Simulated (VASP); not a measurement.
Here is the system:

```xyz
59
Lattice="7.8922 0.0000 0.0000 0.0000 7.8922 0.0000 0.0000 0.0000 11.8382" Properties=species:S:1:pos:R:3 pbc="T T T"
Sr     7.8870     7.8859    11.8364
Sr     0.1367     0.1384     4.1085
Sr     0.1318     0.1345     7.7278
Sr     7.8865     3.9520     0.0004
Sr     0.1368     3.8162     4.1042
Sr     0.1327     3.8061     7.7291
Sr     3.9528     7.8863    11.8369
Sr     3.8088     0.1407     4.1071
Sr     3.8085     0.1288     7.7333
Sr     3.9520     3.9527     0.0009
Sr     3.8101     3.8102     4.1047
Sr     3.8076     3.8074     7.7327
Ti     1.9946     2.0209     1.9651
Ti     1.9621     1.9219     9.8711
Ti     1.9954     5.9851     2.0173
Ti     1.9821     5.9073     5.9245
Ti     1.9625     5.8507     9.8396
Ti     5.9408     2.0244     2.0237
Ti     5.9209     1.9649     5.9235
Ti     5.9071     1.9194     9.8210
Ti     5.9414     5.9758     2.0692
Ti     5.9329     5.9103     5.9265
Ti     5.9094     5.8599     9.7836
O      1.9606     7.8356     1.8509
O      7.8507     1.9432     1.8768
O      1.9713     1.9771    11.8295
O      1.9601     7.8345     5.9273
O      7.7761     1.9816     5.9065
O      1.9812     1.9534     3.7911
O      1.9812     7.8664     9.9596
O      7.8635     2.0056     9.9842
O      1.9638     1.9921     8.0501
O      1.9595     3.9749     1.8718
O      7.8808     5.8755     1.9123
O      1.9715     5.9205    11.8292
O      1.9729     4.0210     5.9103
O      7.8796     5.9093     5.9190
O      1.9682     5.9282     3.9255
O      1.9803     4.0037     9.9746
O      0.0048     5.9646     9.9086
O      1.9756     5.9099     7.9136
O      5.9024     7.8569     1.9139
O      3.9698     1.9437     1.8503
O      5.9147     1.9732    11.8307
O      5.9270     7.8719     5.9156
O      4.0503     1.9685     5.9282
O      5.8972     1.9729     3.9225
O      5.9230     0.0175     9.9189
O      3.9833     2.0060     9.9563
O      5.9383     1.9775     7.9188
O      5.9032     3.9347     1.9120
O      3.9365     5.8747     1.9103
O      5.9182     5.9201    11.8291
O      5.8932     3.9741     5.9176
O      3.9512     5.9427     5.9175
O      5.9128     5.9173     3.9376
O      5.9240     3.9785     9.9176
O      3.9474     5.9640     9.9124
O      5.9090     5.9224     7.8943
```

Computed with PBE GGA, VASP's PBE PAW potentials (set 64) (plane waves; VASP 6.6.1). Settings: PREC = Normal, LREAL = Auto, ISYM = 0, EDIFF = 1E-5, 400 eV cut-off, 1×1×1 Γ-centred mesh, Gaussian smearing of 0.050 eV, potentials Sr_sv Ti O.

The supercell is sampled at Γ alone, which is coarse: total energies, pressure and levels can be off, energies of defects by several tenths of an eV.

Problem. The ions are relaxed. What does this cell relax into?

Solution. 
```xyz
59
Lattice="7.8922 0.0000 0.0000 0.0000 7.8922 0.0000 0.0000 0.0000 11.8382" Properties=species:S:1:pos:R:3 pbc="T T T"
Sr     7.8349     7.8422     0.1025
Sr     0.1450     0.1322     4.0964
Sr     0.0793     0.0707     7.8570
Sr     7.8328     3.9168     0.0716
Sr     0.1405     3.8961     4.1138
Sr     0.1004     3.7916     7.8482
Sr     3.9208     7.8216     0.0671
Sr     3.8869     0.1407     4.1299
Sr     3.8049     0.0859     7.8654
Sr     3.9067     3.9135     0.0396
Sr     3.8987     3.9059     4.1633
Sr     3.8221     3.8270     7.8761
Ti     2.0340     2.0283     2.0490
Ti     1.9203     1.9106     9.9425
Ti     2.0350     5.9553     2.0942
Ti     1.9741     5.9331     6.0557
Ti     1.8832     5.8687     9.9537
Ti     5.9469     2.0351     2.0998
Ti     5.9318     1.9646     6.0541
Ti     5.8694     1.8856     9.9517
Ti     5.9572     5.9532     2.1277
Ti     5.9333     5.9300     6.0536
Ti     5.8514     5.8472     9.9370
O      1.8250     7.8326     1.9168
O      7.8198     1.8406     1.9587
O      1.9373     1.9909    11.8168
O      1.9878     7.8115     5.8607
O      7.7961     2.0029     5.8182
O      2.0279     1.9967     3.8524
O      2.1633     0.0335     9.9024
O      0.0388     2.1421     9.8768
O      1.9179     1.9426     8.0328
O      1.8217     3.9078     1.8597
O      7.8320     5.8118     1.8729
O      1.9511     5.9269    11.7948
O      1.9845     4.0478     6.0023
O      7.8894     5.9385     5.7523
O      2.0030     5.8294     3.9058
O      2.1418     4.0105     9.8279
O      0.0372     6.0503     9.7567
O      1.9560     6.0205     7.9014
O      5.8093     7.8359     1.8814
O      3.8999     1.8250     1.8061
O      5.9563     1.9643    11.7916
O      5.9376     0.0006     5.7244
O      4.0375     1.9813     6.0369
O      5.7547     2.0293     3.9064
O      6.0498     0.0366     9.7850
O      4.0109     2.1349     9.8277
O      6.0339     1.9250     7.9009
O      5.8008     3.8943     1.8086
O      3.8923     5.8116     1.8124
O      5.9179     5.9107    11.7575
O      5.9266     3.9702     5.8610
O      3.9690     5.9454     5.8326
O      5.8553     5.8295     3.9061
O      6.0458     3.9930     9.7013
O      3.9934     6.0281     9.7187
O      5.9802     6.0213     7.8375
```

Problem. How much energy does the relaxation gain?

Solution. The energy (σ→0) changes by -29.4 meV/atom, in 58 ionic steps.

The cell is a supercell with a defect, built from SrTiO3 (cubic perovskite, the ideal cubic form; the compound distorts at low or room temperature): vac_Ti. The run is not spin-polarised, so no state with unpaired spins was tried.
